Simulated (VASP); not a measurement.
An input for Quantum ESPRESSO's pw.x (written as the equivalent of a VASP run, and not itself run):

```
&CONTROL
  calculation = 'scf'
  pseudo_dir = './pseudo'
  outdir = './out'
  tprnfor = .true.
  tstress = .true.
/
&SYSTEM
  ibrav = 0
  nat = 2
  ntyp = 2
  ecutwfc = 84
  occupations = 'smearing'
  smearing = 'methfessel-paxton'
  degauss = 0.00735
  input_dft = 'pbe'
/
&ELECTRONS
  conv_thr = 7.3e-08
  electron_maxstep = 100
/
ATOMIC_SPECIES
  V 50.941 V.upf
  N 14.007 N.upf
CELL_PARAMETERS angstrom
     0.0000000    2.0700000    2.0700000
     2.0700000    0.0000000    2.0700000
     2.0700000    2.0700000    0.0000000
ATOMIC_POSITIONS crystal
  V    0.0000000  0.0000000  0.0000000
  N    0.5000000  0.5000000  0.5000000
K_POINTS automatic
  11 11 11 0 0 0
```

Write the VASP files for the same calculation (PBE).

Several could match; the one computed here: 
**POSCAR**
```
VN
1
    0.0000000000     2.0700000000     2.0700000000
    2.0700000000     0.0000000000     2.0700000000
    2.0700000000     2.0700000000     0.0000000000
V N
1 1
Direct
  0.0000000000   0.0000000000   0.0000000000
  0.5000000000   0.5000000000   0.5000000000
```

KPOINTS:
```
Automatic mesh
0
Gamma
11 11 11
0 0 0
```

INCAR:
```
SYSTEM = VN
PREC = Accurate
ENCUT = 520
EDIFF = 1E-6
NELM = 100
ALGO = Normal
LREAL = .FALSE.
LASPH = .TRUE.
ISMEAR = 1
SIGMA = 0.1
GGA = PE
LMAXMIX = 4
LWAVE = .FALSE.
LCHARG = .FALSE.
ISIF = 2
```

POTCAR, in this order: V_sv N (PBE.64 set). Program: vasp_std.

What does not carry over: the potentials are each code's own (VASP's PAW set, PseudoDojo norm-conserving files in pw.x), so ENCUT and ecutwfc are chosen apart and not converted; conv_thr bounds pw.x's estimated SCF error, while EDIFF bounds the energy change between steps.

The compound is VN in the rock salt structure, which distorts at low temperature. The cell was not relaxed at this level.
